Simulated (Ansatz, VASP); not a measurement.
## CsSrF3: VASP beside Ansatz

```
CELL_PARAMETERS angstrom
4.76325 0.00000 0.00000
0.00000 4.76325 0.00000
0.00000 0.00000 4.90614
ATOMIC_POSITIONS crystal
Cs 0.00000 0.00000 0.00000
Sr 0.50000 0.50000 0.50000
F 0.00000 0.50000 0.50000
F 0.50000 0.00000 0.50000
F 0.50000 0.50000 0.00000
```

Change from the starting cell: strain +0.000 along x and y, +0.030 along z, atoms carried along.

Alike in both runs: task single point; functional LDA; k mesh 6 × 6 × 6; occupations gaussian, width 0.05 eV; no spin polarisation.

|  | VASP | Ansatz |
| --- | --- | --- |
| version | VASP 6.6.1 | Ansatz 0.2.0 |
| potentials or method | VASP PAW LDA potentials, release 64 (Cs_sv, Sr_sv, F) | scalar-relativistic, plane waves, PAW |
| plane-wave cutoff (eV) | 520 | 420 |
| valence electrons in the cell | 40 | 40 |

|  | VASP | Ansatz | Ansatz less VASP |
| --- | --- | --- | --- |
| gap on the k mesh at the Fermi level (eV) | 5.89 | 5.90 | +0.013 |
| least direct gap on the mesh (eV) | 5.91 | 5.93 | +0.024 |
| pressure (GPa) | -4.0 | -4.2 | -0.20 |
| largest component of the traceless stress (GPa) | 1.21 | 1.14 | -0.070 |

Caveats: spin-orbit coupling is left out, which moves the levels of the heavy elements. A k mesh can miss the band edges.
